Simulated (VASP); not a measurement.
Cu:

```
CELL_PARAMETERS angstrom
0.00000 1.80750 1.80750
1.80750 0.00000 1.80750
1.80750 1.80750 0.00000
ATOMIC_POSITIONS crystal
Cu 0.00000 0.00000 0.00000
```

```yaml
Program: VASP 6.6.1
Task: relaxation of cell and atoms
Functional: LDA
Potentials_or_basis: VASP PAW LDA potentials, release 64 (Cu)
Cutoff: 600 eV
k_mesh: 18 × 18 × 18
Occupations: methfessel-paxton, width 0.1 eV
Spin: no spin polarisation
```

At the start: pressure -11.5 GPa; volume 11.81 Å³/atom.

Question: Where does the relaxation end?

Answer: Over 3 steps the energy falls by 33.6 meV/atom and the volume is 10.95 Å³/atom (-7.3 %); space group Fm-3m (No. 225, to 0.05 Å).

Step by step:
```csv
step,energy change (eV),largest force (eV/Å),pressure (GPa),volume (Å³)
1,0.0000,0.0000,-11.54,11.81
2,-0.0176,0.0000,10.19,10.42
3,-0.0336,0.0000,-0.10,10.95
```

Final structure:
```xyz
1
Lattice="0.0000 1.7624 1.7624 1.7624 0.0000 1.7624 1.7624 1.7624 0.0000" Properties=species:S:1:pos:R:3 pbc="T T T"
Cu    0.0000    0.0000    0.0000
```
